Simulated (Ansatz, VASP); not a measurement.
## AlNi in two plane-wave programs

Wanted: the spread between two codes on one cell, functional and k mesh. The cell is taken from a series of runs on this material, whose earlier steps may have relaxed, scaled, displaced or heated it; both programs get it as it stands.

Method: plane waves, with VASP 6.6.1 beside it; zone-centre phonons at PBEsol, in Ansatz 0.2.0.

### Step 1. Set-up

The structure is cubic, space group Pm-3m (No. 221). Conventional cell: a = 2.881 Å, b = 2.881 Å, c = 2.881 Å, α = 90.00°, β = 90.00°, γ = 90.00°. Nearest to Al lie 8 Ni at 2.49 Å. Nearest to Ni lie 8 Al at 2.49 Å. Farther neighbours are not listed.

### Step 2. VASP: zone-centre phonons, PBEsol, pair 1

Second derivatives magnify differences that forces hide, and they need a tight electronic threshold.

Lines of VASP's logs that name or quote its potential files are left out, and so is its time.

The input, INCAR:

```
SYSTEM = AlNi
PREC = Accurate
ENCUT = 600
EDIFF = 1E-08
NELM = 120
ISMEAR = 1
SIGMA = 0.2
LREAL = .FALSE.
ALGO = Normal
GGA = PS
NBANDS = 12
LASPH = .TRUE.
LORBIT = 11
LWAVE = .FALSE.
LCHARG = .FALSE.
ISIF = 2
IBRION = 8
GGA_COMPAT = .FALSE.
KPAR = 2
```

The input, POSCAR:

```
AlNi
1.0
    2.8806915543      0.0000000000      0.0000000000
    0.0000000000      2.8806915543      0.0000000000
    0.0000000000      0.0000000000      2.8806915543
Al Ni
1 1
Direct
    0.0000000000      0.0000000000      0.0000000000
    0.5000000000      0.5000000000      0.5000000000
```

The input, KPOINTS:

```
Automatic mesh
0
Gamma
16 16 16
0 0 0
```

Potentials, in the order of the species: Al and Ni (PBE family, release 64).

Launch:

```console
$ mpirun -np 2 vasp_std
```

Numbers of over 12 decimals in the logs are rounded to 6 here.

The program printed:

```text
[banner, memory and clock lines left out]
running    2 mpi-ranks, on    1 nodes
 distrk:  each k-point on    1 cores,    2 groups
 distr:  one band on    1 cores,    1 groups

 POSCAR found type information on POSCAR AlNi
 POSCAR found :  2 types and       2 ions
|                                                                             |
|               ----> ADVICE to this user running VASP <----                  |
|                                                                             |
|     You enforced a specific xc type in the INCAR file but a different       |
|     [... a line on the potential file left out ...]
|     I HOPE YOU KNOW WHAT YOU ARE DOING!                                     |
|                                                                             |

 LDA part: xc-table for (Slater+PW92), standard interpolation
 POSCAR, INCAR and KPOINTS ok, starting setup
 FFT: planning ... GRIDC
 FFT: planning ... GRID_SOFT
 FFT: planning ... GRID
 WAVECAR not read
 entering main loop
       N       E                     dE             d eps       ncg     rms          rms(c)
DAV:   1     0.434199558762E+02    0.43420E+02   -0.61219E+03  3984   0.127E+03
DAV:   2    -0.113750988504E+02   -0.54795E+02   -0.50461E+02  4028   0.206E+02
DAV:   3    -0.131741034256E+02   -0.17990E+01   -0.17764E+01  4792   0.435E+01
DAV:   4    -0.131999186222E+02   -0.25815E-01   -0.25806E-01  4420   0.470E+00
DAV:   5    -0.132006660363E+02   -0.74741E-03   -0.74738E-03  4792   0.889E-01    0.127E+01
DAV:   6    -0.152933976351E+02   -0.20927E+01   -0.55259E+01  4392   0.117E+02    0.164E+01
DAV:   7    -0.116136429926E+02    0.36798E+01   -0.15818E+01  4416   0.695E+01    0.118E+00
DAV:   8    -0.115972669737E+02    0.16376E-01   -0.39271E-01  4896   0.737E+00    0.992E-01
DAV:   9    -0.115829934528E+02    0.14274E-01   -0.47381E-02  4812   0.310E+00    0.217E-01
DAV:  10    -0.115824490294E+02    0.54442E-03   -0.23172E-03  4848   0.717E-01    0.713E-02
DAV:  11    -0.115824506160E+02   -0.15866E-05   -0.78280E-05  5336   0.811E-02    0.245E-02
DAV:  12    -0.115824494281E+02    0.11879E-05   -0.33792E-06  5416   0.292E-02    0.473E-03
DAV:  13    -0.115824489940E+02    0.43410E-06   -0.28176E-07  5832   0.628E-03    0.187E-03
DAV:  14    -0.115824489930E+02    0.98225E-09   -0.37950E-08  4224   0.158E-03
   1 F= -.11582449E+02 E0= -.11582816E+02  d E =0.109999E-02
 Linear response reoptimize wavefunctions to high precision
DAV:   1    -0.115824490073E+02   -0.14309E-07   -0.40464E-09  3176   0.941E-04
DAV:   2    -0.115824490073E+02   -0.88676E-11   -0.20758E-10  2276   0.142E-04
 Linear response DOF=           2
 Linear response progress:
  Degree of freedom:   1/  2
       N       E                     dE             d eps       ncg     rms          rms(c)
RMM:   1    -0.569841051219E-02   -0.56984E-02    0.30814E-03 21655   0.628E-01
RMM:   2    -0.544640363143E-02    0.25201E-03   -0.12338E-04 14745   0.223E-01    0.577E-02
RMM:   3    -0.543984611075E-02    0.65575E-05   -0.98824E-05 15792   0.789E-02    0.289E-02
RMM:   4    -0.551056753271E-02   -0.70721E-04   -0.40588E-05 15783   0.481E-02    0.595E-03
RMM:   5    -0.551509386105E-02   -0.45263E-05   -0.22820E-06 16002   0.114E-02    0.169E-03
RMM:   6    -0.551555131786E-02   -0.45746E-06   -0.11488E-07 15590   0.291E-03    0.883E-04
RMM:   7    -0.551551516253E-02    0.36155E-07   -0.13505E-08 14830   0.144E-03    0.642E-04
RMM:   8    -0.551542406637E-02    0.91096E-07   -0.30178E-09 16655   0.449E-04    0.229E-04
RMM:   9    -0.551570427756E-02   -0.28021E-06   -0.83862E-10 16778   0.138E-04    0.818E-06
RMM:  10    -0.551567437624E-02    0.29901E-07   -0.71381E-11 16978   0.460E-05    0.936E-06
RMM:  11    -0.551569056383E-02   -0.16188E-07   -0.10041E-10 16865   0.192E-05    0.314E-06
RMM:  12    -0.551568898272E-02    0.15811E-08    0.22167E-11 16804   0.864E-06    0.583E-07
 first order change of Fermi-energy  -0.11206E-03
 force on displaced ion       1 direction 1 :  -5.778  -0.000   0.000
 Linear response progress:
  Degree of freedom:   2/  2
       N       E                     dE             d eps       ncg     rms          rms(c)
RMM:   1    -0.186333977019E+00   -0.18633E+00   -0.99079E-02 14425   0.266E+00
RMM:   2    -0.184979144934E+00    0.13548E-02   -0.16235E-03 14394   0.491E-01    0.128E-01
RMM:   3    -0.184985337598E+00   -0.61927E-05   -0.12162E-04 15358   0.950E-02    0.758E-02
RMM:   4    -0.185401419604E+00   -0.41608E-03   -0.18235E-04 16455   0.106E-01    0.595E-03
RMM:   5    -0.185385345761E+00    0.16074E-04   -0.37007E-06 16636   0.216E-02    0.470E-03
RMM:   6    -0.185376366298E+00    0.89795E-05   -0.33385E-07 14880   0.759E-03    0.265E-03
RMM:   7    -0.185361066656E+00    0.15300E-04   -0.11937E-07 16963   0.305E-03    0.376E-04
RMM:   8    -0.185356716344E+00    0.43503E-05   -0.42525E-09 17441   0.653E-04    0.830E-05
RMM:   9    -0.185355959337E+00    0.75701E-06   -0.29040E-09 16665   0.213E-04    0.325E-05
RMM:  10    -0.185355689459E+00    0.26988E-06   -0.16308E-09 17076   0.100E-04    0.401E-06
RMM:  11    -0.185355707836E+00   -0.18377E-07   -0.19181E-09 17734   0.413E-05    0.221E-06
RMM:  12    -0.185355725240E+00   -0.17404E-07   -0.18299E-09 17562   0.283E-05    0.462E-07
RMM:  13    -0.185355728017E+00   -0.27766E-08   -0.18723E-09 14749   0.250E-05    0.256E-07
 first order change of Fermi-energy   0.25235E-02
 force on displaced ion       2 direction 1 :  -5.813   0.000   0.000
 Linear response finished
```

OUTCAR, selected parts (step 2):

```text
ion  position               nearest neighbor table
   1  0.000  0.000  0.000-   2 2.49   2 2.49   2 2.49   2 2.49   2 2.49   2 2.49   2 2.49   2 2.49

  LATTYP: Found a simple cubic cell.
 ALAT       =     2.8806915543

 Subroutine GETGRP returns: Found 48 space group operations
 (whereof 48 operations were pure point group operations)

The static configuration has the point symmetry O_h .

 Found    165 irreducible k-points:

   k-points           NKPTS =    165   k-points in BZ     NKDIM =    165   number of bands    NBANDS=     12

   dimension x,y,z NGX =    24 NGY =   24 NGZ =   24
   dimension x,y,z NGXF=    48 NGYF=   48 NGZF=   48

   ENCUT  =  600.0 eV  44.10 Ry    6.64 a.u.   5.75  5.75  5.75*2*pi/ulx,y,z

   NELECT =      13.0000    total number of electrons

 k-points in reciprocal lattice and weights: Automatic mesh
   0.00000000  0.00000000  0.00000000       0.000
   0.06250000  0.00000000  0.00000000       0.001
   0.12500000  0.00000000  0.00000000       0.001
   0.18750000  0.00000000  0.00000000       0.001
   0.25000000  0.00000000  0.00000000       0.001
   0.31250000  0.00000000  0.00000000       0.001
   0.37500000  0.00000000  0.00000000       0.001
   0.43750000  0.00000000  0.00000000       0.001
   0.50000000  0.00000000  0.00000000       0.001
[...]
0.50000000  0.50000000  0.43750000       0.001
   0.50000000  0.50000000  0.50000000       0.000

 average (electrostatic) potential at core
       1 -69.8149       2 -81.3206

  Total       -0.4698699     -0.4698699     -0.4698699      0.0000000      0.0000000     -0.0000000
  in kB      -31.4918327    -31.4918327    -31.4918327      0.0000000      0.0000000     -0.0000000
  external PRESSURE =     -31.4918327 kB  Pullay stress =       0.0000000 kB

  energy-cutoff  :      600.00
  volume of cell :       23.91
      direct lattice vectors                 reciprocal lattice vectors
     2.880691554  0.000000000  0.000000000     0.347138866  0.000000000  0.000000000
     0.000000000  2.880691554  0.000000000     0.000000000  0.347138866  0.000000000
     0.000000000  0.000000000  2.880691554     0.000000000  0.000000000  0.347138866

 POSITION                                       TOTAL-FORCE (eV/Angst)
 -----------------------------------------------------------------------------------
      0.00000      0.00000      0.00000         0.000000      0.000000      0.000000
      1.44035      1.44035      1.44035         0.000000      0.000000      0.000000
 -----------------------------------------------------------------------------------
    total drift:                                0.000000      0.000000     -0.000000

 Eigenvectors and eigenvalues of the dynamical matrix
 ----------------------------------------------------

   1 f  =    8.749058 THz    54.971954 2PiTHz  291.837168 cm-1    36.183181 meV
             X         Y         Z           dx          dy          dz
      0.000000  0.000000  0.000000     0.000000    0.826907    0.000000
      1.440346  1.440346  1.440346    -0.000000   -0.562339    0.000000

   2 f  =    8.749058 THz    54.971954 2PiTHz  291.837168 cm-1    36.183181 meV
             X         Y         Z           dx          dy          dz
      0.000000  0.000000  0.000000    -0.000000   -0.000000    0.826907
      1.440346  1.440346  1.440346     0.000000    0.000000   -0.562339

   3 f  =    8.749058 THz    54.971954 2PiTHz  291.837168 cm-1    36.183181 meV
             X         Y         Z           dx          dy          dz
      0.000000  0.000000  0.000000     0.826907   -0.000000    0.000000
      1.440346  1.440346  1.440346    -0.562339    0.000000    0.000000

   4 f/i=    0.012121 THz     0.076160 2PiTHz    0.404322 cm-1     0.050130 meV
             X         Y         Z           dx          dy          dz
      0.000000  0.000000  0.000000    -0.427313   -0.365552   -0.000000
      1.440346  1.440346  1.440346    -0.628354   -0.537537    0.000000

   5 f/i=    0.012121 THz     0.076160 2PiTHz    0.404322 cm-1     0.050130 meV
             X         Y         Z           dx          dy          dz
      0.000000  0.000000  0.000000     0.000000    0.000000   -0.562339
      1.440346  1.440346  1.440346    -0.000000    0.000000   -0.826907

   6 f/i=    0.012121 THz     0.076160 2PiTHz    0.404322 cm-1     0.050130 meV
             X         Y         Z           dx          dy          dz
      0.000000  0.000000  0.000000     0.365552   -0.427313   -0.000000
      1.440346  1.440346  1.440346     0.537537   -0.628354    0.000000

 ELASTIC MODULI CONTR FROM IONIC RELAXATION (kBar)
 Direction    XX          YY          ZZ          XY          YZ          ZX
 --------------------------------------------------------------------------------
 XX           0.0000      0.0000      0.0000      0.0000      0.0000      0.0000
 YY           0.0000      0.0000      0.0000      0.0000      0.0000      0.0000
 ZZ           0.0000      0.0000      0.0000      0.0000      0.0000      0.0000
 XY           0.0000      0.0000      0.0000      0.0000      0.0000      0.0000
 YZ           0.0000      0.0000      0.0000      0.0000      0.0000      0.0000
 ZX           0.0000      0.0000      0.0000      0.0000      0.0000      0.0000
 --------------------------------------------------------------------------------
```

This run has no spin polarisation, so a moment on Ni, if there is one, isn't seen. Its electron count is odd, so without a moment it is a metal by construction.

### Step 3. Ansatz: zone-centre phonons, PBEsol, pair 1

Ansatz runs on its PAW soft_1 files.

The same cell, functional, mesh and smearing now go to Ansatz, which takes its cutoff from its data sets.

The input, input.yaml:

```yaml
crystal:
  lattice:
    - [2.8806915543, 0.0, 0.0]
    - [0.0, 2.8806915543, 0.0]
    - [0.0, 0.0, 2.8806915543]
  atoms:
    - { symbol: Al, position: [0.0, 0.0, 0.0] }
    - { symbol: Ni, position: [0.5, 0.5, 0.5] }
kpoints:
  mp_grid: { grid: [16, 16, 16] }
hamiltonian:
  xc: pbesol
  pseudopotentials: { kind: paw, azcp: { folder: soft_1 }, xc_functional: pbe }
scf:
  occupations: { method: methfessel_paxton, width: 0.2 }
output:
  eigenvalues: true
phonons:
  method: dfpt
```

Launch:

```console
$ ansatz run input.yaml --threads 4 --pin off --max-ram 10240MiB --backend cpu --events-out ev --progress --plain --runs-dir out
```

The program printed:

```text
Engine: ansatz 0.2.0, aarch64-unknown-linux-gnu
Pseudopotentials: kind: paw
Pseudopotential: Al, paw, valence charge 3, recommended cutoff 420 eV (normal), soft_1/Al.paw.azcp
Pseudopotential: Ni, paw, valence charge 18, recommended cutoff 420 eV (normal), soft_1/Ni.paw.azcp
Functional definition: PBEsol
  exchange = pbesol_x
  correlation = pbesol_c
Crystal: 2 atoms, lattice volume = 23.905 Å³
Basis set: ecut = 420 eV, 461 PW (Γ), exchange–correlation on 40×40×40 points (8 copies of the dense FFT grid, shifted against one another)
Bands: 15, of which v1, the nominal top of the filled ones, is band 11 counted from 1 (10 counted from 0)
Symmetry: 48 space group operations
k-points: 405 of 4096 (irreducible under 8 space group operations, time reversal used)
Non-local potential: Al, projectors of the file, l = 0: 2, l = 1: 2, l = 2: 1
Non-local potential: Ni, projectors of the file, l = 0: 3, l = 1: 2, l = 2: 3, l = 3: 1
PAW form: soft (Blöchl's): semilocal exchange-correlation on the pseudo side does not see the compensation charge
PAW frozen core: Al, regenerated for the run's functional, and the local potential with it (the file was generated under x = pbe(κ = 0.804, μ = 0.219515), c = pbe(β = 0.066725))
PAW frozen core: Ni, regenerated for the run's functional, and the local potential with it (the file was generated under x = pbe(κ = 0.804, μ = 0.219515), c = pbe(β = 0.066725))
PAW one-centre angular grid: Al, 110 points (default); XC on 64 Gauss nodes
PAW one-centre angular grid: Ni, 590 points (default); XC on 64 Gauss nodes
Initial density: superposition of atomic densities (chi_scale 0.1, normalization cell, long waves kept (reshape's long-wave potential 0.00 eV rms))
Initial wavefunctions: pseudopotential atomic-orbital guess
Functional: x = pbesol(κ = 0.804, μ = 0.123457), c = pbesol(β = 0.046)
SCF iter   1: F=—  HF=-6331.245438 eV  |F-HF|=—  |Δ(HF+E_count)|=         —  Δρ=8.13e-2  dr2=1.58e0  ethr=3.10e-3  ⟨swp⟩=4.0  Hψ=26958  notcnv=0
preconditioner: auto → none  [metal: Δε(μ)=0.037 eV  Ē_g=10.130 eV  σ=0.200 eV  W_gap=0.15  n_scr=6 (ndim 8)  ℏωp=27.4 eV  f_vac=0.000  D(μ)=0.56/eV (n_scr^D=0)  sad-step TF]
SCF iter   2: F=—  HF=-6331.085232 eV  |F-HF|=—  |Δ(HF+E_count)|=   1.60e-1  S|Δr|=    0.00e0  Δρ=5.92e-2  dr2=9.11e-1  ethr=3.10e-3  ⟨swp⟩=2.0  Hψ=10882  notcnv=0  defer=100
SCF iter   3: F=—  HF=-6330.890301 eV  |F-HF|=—  |Δ(HF+E_count)|=   1.95e-1  S|Δr|=    0.00e0  Δρ=2.40e-2  dr2=1.22e-1  ethr=3.10e-3  ⟨swp⟩=2.0  Hψ=7747  notcnv=0  defer=100
SCF iter   4: F=—  HF=-6330.869729 eV  |F-HF|=—  |Δ(HF+E_count)|=   2.06e-2  S|Δr|=    0.00e0  Δρ=5.19e-3  dr2=3.80e-3  ethr=5.81e-4  ⟨swp⟩=2.1  Hψ=10624  notcnv=0  defer=91
SCF iter   5: F=—  HF=-6330.869551 eV  |F-HF|=—  |Δ(HF+E_count)|=   1.79e-4  S|Δr|=    0.00e0  Δρ=4.65e-4  dr2=2.30e-5  ethr=1.81e-5  ⟨swp⟩=2.2  Hψ=8163  notcnv=0  defer=91
SCF iter   6: F=—  HF=-6330.869539 eV  |F-HF|=—  |Δ(HF+E_count)|=   1.21e-5  S|Δr|=    0.00e0  Δρ=9.76e-5  dr2=1.26e-6  ethr=1.09e-7  ⟨swp⟩=2.0  Hψ=10246  notcnv=0  defer=91
SCF iter   7: F=—  HF=-6330.869545 eV  |F-HF|=—  |Δ(HF+E_count)|=   6.19e-6  S|Δr|=    0.00e0  Δρ=1.07e-5  dr2=1.80e-8  ethr=5.99e-9  ⟨swp⟩=2.2  Hψ=8344  notcnv=0  defer=91
SCF iter   8: F=—  HF=-6330.869545 eV  |F-HF|=—  |Δ(HF+E_count)|=   3.13e-9  S|Δr|=    0.00e0  Δρ=5.23e-7  dr2=4.75e-11  ethr=8.55e-11  ⟨swp⟩=2.3  Hψ=8984  notcnv=0  defer=91
SCF iter   9: F=-6330.869545 eV  HF=-6330.869545 eV  |F-HF|=0.00e0  |Δ(HF+E_count)|=  1.18e-11  S|Δr|=    0.00e0  Δρ=1.90e-8  dr2=3.28e-14  ethr=1.00e-12  ⟨swp⟩=6.0  Hψ=24179  notcnv=0
SCF 1 converged in 9 iterations: F = -6330.869545 eV  dr2 = 3.28e-14
  greatest PAW one-centre occupation: 1.001 electrons in one spin orbital (limit 2), on the Ni atom at site 1 (counted from 0), in its partial waves of l = 1
DFPT response loops at Γ: preconditioner auto → Kerker (q_TF=auto, 2.670 Å⁻¹) (partly filled bands, converged f_vac=0.000); β = 1.00, the filter's whole step (`scf.mixing.beta` (0.50) is not read by the response loops under this deck's `scf.mixing.preconditioner`; to damp them name `kerker` or `kerker_dos`, under which they read `scf.mixing.beta`, and type it under 1.00, their step now; both keys bind the ground state too); Broyden in place of MSR1
SCF converged after 9 iterations
Stability not checked: this state was not tested for a lower state beside it, because cold or Methfessel-Paxton smearing, or corrected tetrahedra, fill the levels in a way that the test cannot read (fill_not_monotonic; see scf.lower_state_search)
Free energy (F): -6330.869545 eV
Harris-Foulkes:  -6330.869545 eV  (|F-HF|=0.00e0)
Internal energy: -6330.870649 eV  (E = F + TS)
E sigma→0 (E₀):  -6330.869821 eV
Entropy (-TS):   0.001105 eV (0.552 meV/atom)
Fermi energy:    13.745307 eV
--- Per-component energies (eV) ---
  E_band       = -339.620975
  E_kinetic    = 368.343497
  E_local      = -3746.420916  (includes V_loc(G=0)·N_el)
  E_nonlocal   = -105.546902
  E_hartree    = 1962.581647
  E_xc         = -151.394903
  E_vxc        = -177.111632  (∫ρ·V_xc dr)
  E_paw        = -2080.760005  (= ΣΔE_a)
  E_vpaw       = -604.049180  (= ΣTr[D̂ρ^β])
  E_aug_tail   = 0.000874  (compensation charges beyond the density's cutoff)
  E_ewald      = -2577.890369
  E_core_change = 0.216428  (= ΣΔE_core)
  E_smearing   = 0.001105  (= −TS)
  E_closure    = -0.000000  (closes the sum)
  Σ components = -6330.869545   (vs F -6330.869545, Δ=0.00e0)
--- Band table (eV; the first three rows and the last of 405) ---
  k-point 0: bands = [... 7 lower, 12.2169, 12.2169, 12.2169, 19.2148, 19.2148, 19.2148, 21.8630, 21.8630]
  k-point 1: bands = [... 7 lower, 12.1850, 12.1850, 12.2203, 18.4316, 19.3101, 19.3101, 21.8667, 22.5729]
  k-point 2: bands = [... 7 lower, 12.0967, 12.0967, 12.2300, 17.0574, 19.5889, 19.5889, 21.8779, 23.6921]
  k-point 404: bands = [... 7 lower, 12.7787, 12.7787, 15.6883, 15.6883, 15.6883, 17.4624, 18.2318, 18.2318]
--- Phonons (Γ-DFPT): 2 representative perturbations + reference, on 405 of 4096 k-points (Σ response iterations 6) ---
  k mesh reduced under 8 symmetry operations, with k and −k counted as one. Each operation leaves every solved perturbation unchanged. A smaller set is not used because it would not reduce the number of displacements times k-points to solve
  ASR residual: 3.714e-5 → 0.000e0 eV/Å²; symmetrization residual: 9.981e-7 eV/Å²
  ASR residual per site (eV/Å²): 8.26e-6 3.71e-5
  Γ frequencies (cm⁻¹): 0.00 0.00 0.00 290.33 290.33 290.33
  non-analytic LO–TO correction: not included (Born effective charges unavailable; polar crystals: no LO–TO splitting at Γ)
```

### Step 4. Differences

Known differences besides the potentials themselves: the data sets hold 21 valence electrons in Ansatz (on its PAW soft_1 files) and 13 in VASP; the cutoff is 420 eV in Ansatz and 600 eV in VASP; Ansatz makes its cores anew for this functional, VASP keeps those of its PBE data sets. Total energies have different zeros and are not compared.

The two programs side by side:

| quantity | Ansatz | VASP | difference |
| --- | --- | --- | --- |
| optical mode 1 to 3 (cm⁻¹) | 290.3 | 291.8 | -0.52 % |

Modes are paired by rising frequency, not by their patterns, so a pair may set unlike modes beside each other; they are those without the splitting of longitudinal modes.

(Continued in part 2 of 2.)

[Lines on the potential files, build, host, timing and source positions are cut from VASP's logs without a mark.]

[Logs are printed without paths, hosts, clocks, repeated set-up lines and the standing remarks that a program may print on its own settings, such as how far it seeks lower states.]

[Hosts, paths, dates, database ids (printed as entryN), source tags and the programs' standing remarks are cut or masked in the printed files.]
